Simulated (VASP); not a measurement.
The input files of a VASP run:

KPOINTS:
```
K-points
0
gamma
16 16 16
```

INCAR:
```
ALGO  =  Normal
EDIFF  =  1E-6
EDIFFG  =  -0.01
ENCUT  =  480
IBRION  =  2
ISIF  =  3
ISMEAR  =  1
LASPH  =  T
LCHARG  =  F
LMAXMIX  =  4
LMIXTAU  =  T
LREAL  =  F
LWAVE  =  F
METAGGA  =  R2SCAN
NELM  =  100
NSW  =  60
PREC  =  Accurate
SIGMA  =  0.1
SYSTEM  =  Cu
```

### POSCAR
```
Cu
1
    0.0000000000     1.7904200011     1.7904200011
    1.7904200011     0.0000000000     1.7904200011
    1.7904200011     1.7904200011     0.0000000000
Cu
1
Direct
  1.0000000000   1.0000000000   1.0000000000
```

POTCAR, in this order: Cu (PBE.64 set). Program: vasp_std.

### Question
Write an equivalent input for Ansatz.

### Answer
One equivalent input (not run):
Ansatz 0.2 input:
```yaml
crystal:
  lattice:
    - [0.0000000, 1.7904200, 1.7904200]
    - [1.7904200, 0.0000000, 1.7904200]
    - [1.7904200, 1.7904200, 0.0000000]
  atoms:
    - { symbol: Cu, position: [1.0000000, 1.0000000, 1.0000000] }
kpoints:
  mp_grid: { grid: [16, 16, 16] }
hamiltonian:
  xc: r2scan
  pseudopotentials: { kind: paw }
scf:
  occupations: { method: methfessel_paxton, width: 0.1 }
  max_iter: 100
relax:
  max_steps: 60
  f_tol: 0.01
  cell: {}
output: { forces: true, stress: true, eigenvalues: true }
```
What does not carry over: each code has its own PAW files, so the cut-off isn't converted (ENCUT is set for VASP's; basis.ecutwfc is left out, and Ansatz then takes the one that its files recommend); Ansatz stops its SCF on the density residual and VASP on the energy change (EDIFF).

The compound is Cu in the fcc structure. This run relaxes it. Symmetry was kept, so distortions that lower it aren't found. The start is the result of an earlier pass.
